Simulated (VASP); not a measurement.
Output of a VASP run:

**OSZICAR**
```
       N       E                     dE             d eps       ncg     rms          rms(c)
DAV:   1     0.141432122733E+04    0.14143E+04   -0.44376E+04  4258   0.391E+03
DAV:   2     0.192526977052E+03   -0.12218E+04   -0.11877E+04  3360   0.996E+02
DAV:   3    -0.505921629589E+02   -0.24312E+03   -0.23528E+03  3530   0.251E+02
DAV:   4    -0.719880558506E+02   -0.21396E+02   -0.20871E+02  4046   0.755E+01
DAV:   5    -0.726759272256E+02   -0.68787E+00   -0.68258E+00  3992   0.149E+01    0.267E+01
DAV:   6    -0.704119598483E+02    0.22640E+01   -0.78688E+00  4050   0.920E+00    0.114E+01
DAV:   7    -0.701243972765E+02    0.28756E+00   -0.84949E-01  4104   0.680E+00    0.403E+00
DAV:   8    -0.700913310922E+02    0.33066E-01   -0.15958E-01  4040   0.197E+00    0.376E-01
DAV:   9    -0.700890327619E+02    0.22983E-02   -0.24029E-02  4368   0.153E+00    0.195E-01
DAV:  10    -0.700889092202E+02    0.12354E-03   -0.17804E-03  4224   0.294E-01    0.806E-02
DAV:  11    -0.700888856189E+02    0.23601E-04   -0.30171E-04  4120   0.110E-01    0.225E-02
DAV:  12    -0.700888901586E+02   -0.45397E-05   -0.20655E-05  3952   0.314E-02    0.112E-02
DAV:  13    -0.700888880626E+02    0.20960E-05   -0.37895E-06  3000   0.172E-02    0.299E-03
DAV:  14    -0.700888883035E+02   -0.24088E-06   -0.13518E-06  2448   0.746E-03
   1 F= -.70088888E+02 E0= -.70087805E+02  d E =-.700889E+02
       N       E                     dE             d eps       ncg     rms          rms(c)
DAV:   1    -0.702545381967E+02   -0.16565E+00   -0.37904E+00  3570   0.997E+00    0.236E+00
DAV:   2    -0.701493195631E+02    0.10522E+00   -0.28417E-01  4260   0.558E+00    0.139E+00
DAV:   3    -0.700953155227E+02    0.54004E-01   -0.10364E-01  4840   0.274E+00    0.274E-01
DAV:   4    -0.700971676285E+02   -0.18521E-02   -0.28607E-02  3654   0.129E+00    0.151E-01
DAV:   5    -0.700970698616E+02    0.97767E-04   -0.75032E-04  4592   0.263E-01    0.739E-02
DAV:   6    -0.700970716461E+02   -0.17845E-05   -0.11432E-04  4664   0.952E-02    0.148E-02
DAV:   7    -0.700970664467E+02    0.51995E-05   -0.49655E-05  4176   0.783E-02    0.710E-03
DAV:   8    -0.700970664518E+02   -0.50859E-08   -0.19502E-06  2572   0.944E-03
   2 F= -.70097066E+02 E0= -.70095795E+02  d E =-.817815E-02
       N       E                     dE             d eps       ncg     rms          rms(c)
DAV:   1    -0.701125096006E+02   -0.15443E-01   -0.33195E-01  3570   0.300E+00    0.697E-01
DAV:   2    -0.701033829701E+02    0.91266E-02   -0.25119E-02  4298   0.191E+00    0.412E-01
DAV:   3    -0.700986415119E+02    0.47415E-02   -0.94264E-03  4624   0.931E-01    0.822E-02
DAV:   4    -0.700988508038E+02   -0.20929E-03   -0.30631E-03  3680   0.461E-01    0.450E-02
DAV:   5    -0.700988326191E+02    0.18185E-04   -0.86756E-05  4482   0.103E-01    0.206E-02
DAV:   6    -0.700988328933E+02   -0.27424E-06   -0.15571E-05  4170   0.367E-02    0.533E-03
DAV:   7    -0.700988325817E+02    0.31159E-06   -0.66964E-06  3290   0.300E-02
   3 F= -.70098833E+02 E0= -.70097726E+02  d E =-.994428E-02
```

OUTCAR:
```
------------------------ aborting loop because EDIFF is reached ----------------------------------------
  FORCE on cell =-STRESS in cart. coord.  units (eV):
  Direction    XX          YY          ZZ          XY          YZ          ZX
  --------------------------------------------------------------------------------------
  Total       -0.1006821     -0.1006820     -0.1300002      0.0000000      0.0000000      0.0000000
  in kB       -1.1337627     -1.1337625     -1.4639095      0.0000000      0.0000000      0.0000000
  external PRESSURE =      -1.2438116 kB  Pullay stress =       0.0000000 kB
  volume of cell :      142.28
      direct lattice vectors                 reciprocal lattice vectors
     4.937023574 -0.000000000  0.000000000     0.202551190  0.116942994  0.000000000
    -2.468511787  4.275587477 -0.000000000     0.000000000  0.233885988  0.000000000
     0.000000000 -0.000000000  6.740303871     0.000000000  0.000000000  0.148361264
 POSITION                                       TOTAL-FORCE (eV/Angst)
 -----------------------------------------------------------------------------------
      0.00000      4.27559     -0.00000        -0.000000      0.000000      0.000000
      1.23426      2.13779      2.24677         0.000000      0.000000     -0.000000
     -1.23426      2.13779      4.49354        -0.000000      0.000000     -0.000000
     -0.00000      1.40498     -0.00000         0.000000     -0.010157      0.000000
      3.72028      0.70249      2.24677         0.008796     -0.005079      0.000000
      1.25177      3.57310      4.49354         0.008796      0.005079      0.000000
      2.46851      2.87061     -0.00000        -0.000000      0.010157      0.000000
     -1.25177      3.57310      2.24677        -0.008796      0.005079     -0.000000
      1.21675      0.70249      4.49354        -0.008796     -0.005079     -0.000000
 -----------------------------------------------------------------------------------
    total drift:                               -0.000000      0.000000      0.003351
  FREE ENERGIE OF THE ION-ELECTRON SYSTEM (eV)
  ---------------------------------------------------
  free  energy   TOTEN  =       -70.0988325817 eV

  energy  without entropy=      -70.0955124572  energy(sigma->0) =      -70.09772587

 reached required accuracy - stopping structural energy minimisation
```
(Selected blocks of OUTCAR.)

### POSCAR
```
TaGe2
1
    4.9576922386    -0.0000000000    -0.0000000000
   -2.4788461193     4.2934870610     0.0000000000
    0.0000000000    -0.0000000000     6.6981930763
Ta Ge
3 6
Direct
  0.5000000000   1.0000000000   0.0000000000
  0.5000000000   0.5000000000   0.3333330000
  0.0000000000   0.5000000000   0.6666670000
  0.1643905814   0.3287811629   0.0000000000
  0.8356094186   0.1643905814   0.3333330000
  0.6712188371   0.8356094186   0.6666670000
  0.8356094186   0.6712188371   0.0000000000
  0.1643905814   0.8356094186   0.3333330000
  0.3287811629   0.1643905814   0.6666670000
```

**Question.** Write an INCAR and KPOINTS that could have produced this output.

**Answer.** Several could match; the one computed here: the input of the run itself, PBEsol GGA, plane waves, VASP's PBE PAW potentials (set 64).

### INCAR
```
PREC  =  Accurate
ISIF  =  3   ! ions, shape and volume
ENCUT  =  400
EDIFFG  =  -0.02   ! ionic stop
NELM  =  100   ! most electronic steps
NSW  =  60   ! most ionic steps
LASPH  =  .TRUE.   ! aspherical one-centre terms
IBRION  =  2
GGA  =  PS   ! PBEsol
EDIFF  =  1E-6
ALGO  =  Normal
LMAXMIX  =  6
SIGMA  =  0.1
LREAL  =  .FALSE.   ! projection in real space or not
LWAVE  =  .FALSE.
LCHARG  =  .FALSE.
ISMEAR  =  1
SYSTEM  =  TaGe2
```

File KPOINTS:
```
Regular mesh
0
Gamma
 7 7 4
0 0 0
```

POTCAR, in this order: Ta_pv Ge_d (PBE.64 set). Program: vasp_std.

The structure was generated: TaGe2 was put into the CrSi2 type (P6_222), which need not be its known phase. This run relaxes it. Symmetry was kept, so distortions that lower it aren't found. The start is the result of an earlier pass. The electron count is odd and the run is not spin-polarised, which forces a metal.
